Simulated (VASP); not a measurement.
# CuPb (P-6m2) in VASP: band structure with PBEsol+D4+U

Aim: the band structure of CuPb with PBEsol+D4+U.

All numbers are computed with VASP 6.6.1; they aren't measurements. Logs are shortened: lines on timing, memory, paths and dates and some standing lists are left out, and cuts for length are marked.

**1. The crystal as given**

Symmetry: P-6m2, No. 187, hexagonal system. Conventional cell: a = 3.515 Å, b = 3.515 Å, c = 3.429 Å, α = 90.00°, β = 90.00°, γ = 120.00°. Cu (site symmetry -6m2) is surrounded by 6 Pb at 2.66 Å. Pb (site symmetry -6m2) is surrounded by 6 Cu at 2.66 Å.

The cell was built by a generator and needn't be a form met in nature.

**2. Band structure, PBEsol+D4+U**

File run.py:

```python
from ase.calculators.vasp import Vasp
from ase.dft.bandgap import bandgap
from ase.io import read

atoms = read('CuPb.cif', primitive_cell=True, subtrans_included=False)
calc = Vasp(
    directory='calc',
    xc='pbesol',
    pp='PBE',
    setups='gw',
    prec='Accurate',
    encut=600,
    ediff=1e-06,
    ismear=1,
    sigma=0.1,
    lreal=False,
    lasph=True,
    nelm=60,
    algo='Normal',
    isif=2,
    lwave=False,
    lcharg=True,
    lmaxmix=4,
    ldautype=2,
    ldauprint=1,
    ivdw=13,
    nelmdl=-8,
    ldau_luj={'Cu': {'L': 2, 'U': 4.5, 'J': 0}},
    kpts=[11, 11, 10],
    gamma=True,
    nbands=24,
)
atoms.calc = calc

print('energy (eV):', atoms.get_potential_energy())
print('free energy (eV):', atoms.get_potential_energy(force_consistent=True))
efermi = calc.get_fermi_level()
print('Fermi level (eV):', efermi)
path = atoms.cell.bandpath(npoints=60, eps=1e-4)
print('path:', path.path)
calc.set(kpts=path.kpts, reciprocal=True, icharg=11, isym=0, lcharg=False)
calc.calculate(atoms)
print('gap on the path (eV):', bandgap(calc, efermi=efermi)[0])
print('direct gap on the path (eV):', bandgap(calc, efermi=efermi, direct=True)[0])
```

File CuPb.cif:

```cif
data_CuPb
_cell_length_a 3.51468792
_cell_length_b 3.51468792
_cell_length_c 3.42910115
_cell_angle_alpha 90.00000000
_cell_angle_beta 90.00000000
_cell_angle_gamma 120.00000000
_space_group_name_H-M_alt 'P-6m2'
_space_group_name_Hall 'P -6 2'
_space_group_IT_number 187
loop_
_space_group_symop_operation_xyz
'x,y,z'
'-x+y,-x,-z'
'-y,x-y,z'
'x,y,-z'
'-x+y,-x,z'
'-y,x-y,-z'
'-y,-x,-z'
'x,x-y,z'
'-x+y,y,-z'
'-y,-x,z'
'x,x-y,-z'
'-x+y,y,z'
loop_
_atom_site_label
_atom_site_type_symbol
_atom_site_symmetry_multiplicity
_atom_site_Wyckoff_symbol
_atom_site_fract_x
_atom_site_fract_y
_atom_site_fract_z
_atom_site_occupancy
Cu1 Cu 1 a 0.0000000000 0.0000000000 0.0000000000 1
Pb1 Pb 1 d 0.3333333333 0.6666666667 0.5000000000 1
```

Potentials or basis: VASP PAW PBE potentials, release 64 (Cu_sv_GW, Pb_d_GW).

On the command line:

```bash
> python run.py
```

Log:

```text
energy (eV): -6.11030424
free energy (eV): -6.11024899
Fermi level (eV): 6.06954197
path: GMKGALHA,LM,KH
gap on the path (eV): 0.0
direct gap on the path (eV): 0.0
```

OUTCAR:

```text
ENCUT = 600.000000
   EDIFF = 1.00e-06
   GGA = PS
   PREC = Accurate
   ICHARG = 11
   ISIF = 2
   ISMEAR = 1
   ISYM = 0
   NELM = 60
   NELMDL = -8
   IVDW = 13
   LASPH = .TRUE.
   LREAL = .FALSE.

 ion  position               nearest neighbor table
   1  0.000  0.000  0.000-   2 2.66   2 2.66   2 2.66   2 2.66   2 2.66   2 2.66
   2  0.333  0.667  0.500-   1 2.66   1 2.66   1 2.66   1 2.66   1 2.66   1 2.66

IMPORTANT INFORMATION: All symmetrisations will be switched off!
NOSYMM: (Re-)initialisation of all symmetry stuff for point group C_1.

----------------------------------------------------------------------------------------

                                     Primitive cell

  volume of cell :      36.6847

  direct lattice vectors                    reciprocal lattice vectors
     3.514687920  0.000000000  0.000000000     0.284520283  0.164267862  0.000000000
    -1.757343960  3.043809025  0.000000000     0.000000000  0.328535723  0.000000000
     0.000000000  0.000000000  3.429101150     0.000000000  0.000000000  0.291621611

  length of vectors
     3.514687920  3.514687920  3.429101150     0.328535723  0.328535723  0.291621611

  position of ions in fractional coordinates (direct lattice)
     0.000000000  0.000000000  0.000000000
     0.333333333  0.666666667  0.500000000

  ion indices of the primitive-cell ions
   primitive index   ion index
                 1           1
                 2           2

----------------------------------------------------------------------------------------

 KPOINTS: KPOINTS created by Atomic Simulation Env

Read explicit list of k-points.

 Found     60 k-points:

 Following reciprocal coordinates:
            Coordinates               Weight
  0.000000  0.000000  0.000000      0.016667
  0.083333  0.000000  0.000000      0.016667
  0.166667  0.000000  0.000000      0.016667
  0.250000  0.000000  0.000000      0.016667
  0.333333  0.000000  0.000000      0.016667
  0.416667  0.000000  0.000000      0.016667
[... 16 lines left out ...]
  0.000000  0.000000  0.416667      0.016667
  0.000000  0.000000  0.500000      0.016667
 [... further k-points ...]
   k-points           NKPTS =     60   k-points in BZ     NKDIM =     60   number of bands    NBANDS=     24
   number of dos      NEDOS =    301   number of ions     NIONS =      2
   total plane-waves  NPLWV =  21952
   dimension x,y,z NGX =    28 NGY =   28 NGZ =   28
   dimension x,y,z NGXF=    56 NGYF=   56 NGZF=   56
   ions per type =               1   1
   NGX,Y,Z   is equivalent  to a cutoff of  13.24, 13.24, 13.57 a.u.
   NGXF,Y,Z  is equivalent  to a cutoff of  26.49, 26.49, 27.15 a.u.
 SYSTEM =  unknown system
   PREC   = accura    normal or accurate (medium, high low for compatibility)
   ISTART =      0    job   : 0-new  1-cont  2-samecut
   ICHARG =     11    charge: 1-file 2-atom 10-const
   ISPIN  =      1    spin polarized calculation?
   LNONCOLLINEAR =      F non collinear calculations
   LSORBIT =      F    spin-orbit coupling
   LASPH  =      T    aspherical Exc in radial PAW
   ENCUT  =  600.0 eV  44.10 Ry    6.64 a.u.   7.02  7.02  6.85*2*pi/ulx,y,z
   NELM   =     60;   NELMIN=  2; NELMDL= -8     # of ELM steps
   EDIFF  = 0.1E-05   stopping-criterion for ELM
   LREAL  =      F    real-space projection
   EDIFFG = 0.1E-04   stopping-criterion for IOM
   NSW    =      0    number of steps for IOM
   IBRION =     -1    ionic relax: 0-MD 1-quasi-New 2-CG
   NFREE  =      0    steps in history (QN), initial steepest desc. (CG)
   ISIF   =      2    stress and relaxation
   ISYM   =      0    0-nonsym 1-usesym 2-fastsym
   POTIM  = 0.5000    time-step for ionic-motion
   TEBEG  =    0.0;   TEEND  =   0.0 temperature during run
   PSTRESS=    0.0 pullay stress
   NELECT =      35.0000    total number of electrons
   NUPDOWN=      -1.0000    fix difference up-down
   EMIN   =  10.00;   EMAX   =-10.00  energy-range for DOS
   EFERMI =   0.00;   METHOD = LEGACY
   ISMEAR =     1;   SIGMA  =   0.10  broadening in eV -4-tet -1-fermi 0-gaus
   EFERMI_NEDOS =   21; number of points for ismear=-14 and -15
   IALGO  =     38    algorithm
   IMIX   =      4    mixing-type and parameters
     AMIX     =   0.40;   BMIX     =  1.00
     AMIX_MAG =   1.60;   BMIX_MAG =  1.00
  volume/ion in A,a.u.               =      18.34       123.78
  Fermi-wavevector in a.u.,A,eV,Ry     =   1.611645  3.045567 35.339763  2.597399
  Thomas-Fermi vector in A             =   2.707002
   LORBIT       =      0    0 simple, 1 ext, 2 COOP (PROOUT), +10 PAW based schemes
 LDA+U is selected, type is set to LDAUTYPE =  2
   angular momentum for each species LDAUL =     2   -1
   U (eV)           for each species LDAUU =   4.5  0.0
   J (eV)           for each species LDAUJ =   0.0  0.0
   GGA     = PS    functional components
   LHFCALC =     F    Hartree Fock is set to
   AEXX    =    0.0000 exact exchange contribution
   IVDW    =    13    specifies the selected vdW correction
   LEPSILON=     F    determine dielectric tensor
   LRPA    =     F    only Hartree local field effects (RPA)
 non-spin polarized calculation
 Methfessel and Paxton  Order N= 1 SIGMA  =   0.10
  energy-cutoff  :      600.00
  volume of cell :       36.68
 maximum number of plane-waves:      1239
 NGX is ok and might be reduce to    28

atom =   1  type =  1  l = 2

 onsite density matrix

spin component  1

  0.9179  0.0000 -0.0000  0.0000 -0.0000
  0.0000  0.9022  0.0000  0.0000  0.0000
 -0.0000  0.0000  0.9229  0.0000 -0.0000
  0.0000  0.0000  0.0000  0.9022 -0.0000
 -0.0000  0.0000 -0.0000 -0.0000  0.9179

spin component  2

  0.9179  0.0000 -0.0000  0.0000 -0.0000
  0.0000  0.9022  0.0000  0.0000  0.0000
 -0.0000  0.0000  0.9229  0.0000 -0.0000
  0.0000  0.0000  0.0000  0.9022 -0.0000
 -0.0000  0.0000 -0.0000 -0.0000  0.9179

 occupancies and eigenvectors

  o =  0.9022  v =  0.0000  0.8582  0.0000 -0.5133 -0.0000  0.0000  0.0000  0.0000  0.0000  0.0000      0.0000  0.0000  0.0000  0.0000  0.0000  0.0000  0.0000  0.0000  0.0000  0.0000
  o =  0.9022  v =  0.0000  0.0000  0.0000  0.0000  0.0000  0.0000  0.8582  0.0000 -0.5133 -0.0000      0.0000  0.0000  0.0000  0.0000  0.0000  0.0000  0.0000  0.0000  0.0000  0.0000
  o =  0.9022  v =  0.0000 -0.5133 -0.0000 -0.8582  0.0000  0.0000  0.0000  0.0000  0.0000  0.0000      0.0000  0.0000  0.0000  0.0000  0.0000  0.0000  0.0000  0.0000  0.0000  0.0000
  o =  0.9022  v =  0.0000  0.0000  0.0000  0.0000  0.0000  0.0000 -0.5133 -0.0000 -0.8582  0.0000      0.0000  0.0000  0.0000  0.0000  0.0000  0.0000  0.0000  0.0000  0.0000  0.0000
  o =  0.9179  v =  0.0000  0.0000  0.0000  0.0000  0.0000  0.0329  0.0000  0.0000  0.0000  0.9995      0.0000  0.0000  0.0000  0.0000  0.0000  0.0000  0.0000  0.0000  0.0000  0.0000
  o =  0.9179  v =  0.0329  0.0000  0.0000  0.0000  0.9995  0.0000  0.0000  0.0000  0.0000  0.0000      0.0000  0.0000  0.0000  0.0000  0.0000  0.0000  0.0000  0.0000  0.0000  0.0000
  o =  0.9179  v =  0.0000  0.0000  0.0000  0.0000  0.0000 -0.9995  0.0000 -0.0000  0.0000  0.0329      0.0000  0.0000  0.0000  0.0000  0.0000  0.0000  0.0000  0.0000  0.0000  0.0000
  o =  0.9179  v = -0.9995  0.0000 -0.0000  0.0000  0.0329  0.0000  0.0000  0.0000  0.0000  0.0000      0.0000  0.0000  0.0000  0.0000  0.0000  0.0000  0.0000  0.0000  0.0000  0.0000
  o =  0.9229  v =  0.0000  0.0000  0.0000  0.0000  0.0000 -0.0000 -0.0000  1.0000 -0.0000 -0.0000      0.0000  0.0000  0.0000  0.0000  0.0000  0.0000  0.0000  0.0000  0.0000  0.0000
  o =  0.9229  v = -0.0000 -0.0000  1.0000 -0.0000 -0.0000  0.0000  0.0000  0.0000  0.0000  0.0000      0.0000  0.0000  0.0000  0.0000  0.0000  0.0000  0.0000  0.0000  0.0000  0.0000

 number of electron      35.0000011 magnetization

 Free energy of the ion-electron system (eV)
  ---------------------------------------------------
  ext. energy  EPLUGINS =         0.00000000
  ---------------------------------------------------
  free energy    TOTEN  =       507.74368165 eV

  energy without entropy =      507.74427932  energy(sigma->0) =      507.74388088

 number of electron      35.0000011 magnetization

 Free energy of the ion-electron system (eV)
  ---------------------------------------------------
  ext. energy  EPLUGINS =         0.00000000
  ---------------------------------------------------
  free energy    TOTEN  =        -6.29599214 eV

  energy without entropy =       -6.29518639  energy(sigma->0) =       -6.29572356

 E-fermi :   6.4378     XC(G=0): -12.0717

 val. band max:        6.4168877432   @ k =   0.1852   0.1852   0.5000
 cond. band min:       6.4549720188   @ k =   0.1667   0.1667   0.0000
 fundamental gap:      0.0380842756
 Fermi energy:         6.4377687527

 k-point     1 :       0.0000    0.0000    0.0000
  band No.  band energies     occupation
      1    -133.7108      2.00000
      2    -105.6090      2.00000
      3     -63.2486      2.00000
      4     -63.1930      2.00000
      5     -63.1930      2.00000
      6     -11.3101      2.00000
[... 16 lines left out ...]
     23      14.7387      0.00000
     24      14.7972      0.00000
[... 598 lines left out ...]
      2    -105.6097      2.00000
      3     -63.2512      2.00000
      4     -63.1933      2.00000
      5     -63.1933      2.00000
      6     -11.1207      2.00000
[... 16 lines left out ...]
     23      15.4119      0.00000
     24      17.5098      0.00000

 [... further k-points ...]

------------------------ aborting loop because EDIFF is reached ----------------------------------------

  DFT-D4 for vdW energy calculation

  Edisp (eV):   -0.60893

  FORCE on cell =-STRESS in cart. coord.  units (eV):
  Direction    XX          YY          ZZ          XY          YZ          ZX
  --------------------------------------------------------------------------------------
  -------------------------------------------------------------------------------------
  Total      12.49328     9.30632    12.42866     2.94132    -0.00061     0.00014
  in kB     545.63556   406.44733   542.81341   128.46029    -0.02679     0.00619
  external pressure =      498.30 kB  Pullay stress =        0.00 kB

 VOLUME and BASIS-vectors are now :
 -----------------------------------------------------------------------------
  energy-cutoff  :      600.00
  volume of cell :       36.68
      direct lattice vectors                 reciprocal lattice vectors
     3.514687920  0.000000000  0.000000000     0.284520283  0.164267862  0.000000000
    -1.757343960  3.043809025  0.000000000     0.000000000  0.328535723  0.000000000
     0.000000000  0.000000000  3.429101150     0.000000000  0.000000000  0.291621611

 POSITION                                       TOTAL-FORCE (eV/Angst)
 -----------------------------------------------------------------------------------
      0.00000      0.00000      0.00000        -0.455717     -0.101935      0.000020
     -0.00000      2.02921      1.71455         0.455717      0.101935     -0.000020
 -----------------------------------------------------------------------------------
    total drift:                               -0.047217     -0.010189      0.000031

  FREE ENERGIE OF THE ION-ELECTRON SYSTEM (eV)
  ---------------------------------------------------
  free  energy   TOTEN  =        -6.9049255332 eV

  energy  without entropy=       -6.9041197756  energy(sigma->0) =       -6.90465695
```

INCAR:

```text
ENCUT = 600.000000
SIGMA = 0.100000
EDIFF = 1.00e-06
ALGO = Normal
GGA = PS
PREC = Accurate
ICHARG = 11
ISIF = 2
ISMEAR = 1
ISYM = 0
LDAUPRINT = 1
LDAUTYPE = 2
LMAXMIX = 4
NBANDS = 24
NELM = 60
NELMDL = -8
IVDW = 13
LASPH = .TRUE.
LCHARG = .FALSE.
LWAVE = .FALSE.
LREAL = .FALSE.
LDAU = .TRUE.
LDAUL = 2 -1
LDAUU = 4.500 0.000
LDAUJ = 0.000 0.000
```

Wall time 85 s (1 thread of Intel Xeon 6975P-C (Granite Rapids), shared host); peak memory 0.22 GiB.

Results:

- Band gap along the path: none (metal or under the smearing width)
- Dispersion energy per atom: -0.304 eV

Levels at the corners of the path, in eV from the Fermi level:
| point | band 13 | band 14 | band 15 | band 16 | band 17 | band 18 | band 19 | band 20 | band 21 | band 22 |
| --- | --- | --- | --- | --- | --- | --- | --- | --- | --- | --- |
| Γ | -4.48 | -4.48 | -4.09 | -4.09 | 1.21 | 4.62 | 4.62 | 4.89 | 8.52 | 8.67 |
| M | -4.46 | -4.46 | -4.05 | -4.01 | -3.56 | 0.70 | 4.99 | 5.29 | 7.99 | 9.02 |
| K | -4.56 | -4.44 | -4.09 | -3.72 | -3.54 | -3.32 | 6.43 | 8.53 | 8.91 | 9.51 |
| Γ | -4.48 | -4.48 | -4.09 | -4.09 | 1.21 | 4.62 | 4.62 | 4.89 | 8.52 | 8.67 |
| A | -4.25 | -4.25 | -4.19 | -4.19 | -3.89 | 6.84 | 6.84 | 8.80 | 8.96 | 8.96 |
| L | -4.59 | -4.46 | -3.99 | -3.96 | -2.85 | -2.06 | 0.17 | 4.46 | 6.90 | 7.22 |
| H | -4.98 | -4.24 | -4.01 | -2.72 | -2.50 | -1.73 | 0.32 | 0.77 | 1.87 | 14.82 |
| A | -4.25 | -4.25 | -4.19 | -4.19 | -3.89 | 6.84 | 6.84 | 8.80 | 8.96 | 8.96 |
| L | -4.59 | -4.46 | -3.99 | -3.96 | -2.85 | -2.06 | 0.17 | 4.46 | 6.90 | 7.22 |
| M | -4.46 | -4.46 | -4.05 | -4.01 | -3.56 | 0.70 | 4.99 | 5.29 | 7.99 | 9.02 |
| K | -4.56 | -4.44 | -4.09 | -3.72 | -3.54 | -3.32 | 6.43 | 8.53 | 8.91 | 9.51 |
| H | -4.98 | -4.24 | -4.01 | -2.72 | -2.50 | -1.73 | 0.32 | 0.77 | 1.87 | 14.82 |

Caveat: the log is that of the step along the path at fixed density, whose energy, stress, charges and moments have no meaning; the PAW data sets were made with another functional, which shifts forces and pressure a little; spin-orbit coupling is left out, which moves the levels of the heavy elements; U without spin polarisation on a metal has little footing; pairwise dispersion overbinds metals, which lowers pressure and volume; the U is typed as a test and isn't derived for this compound.
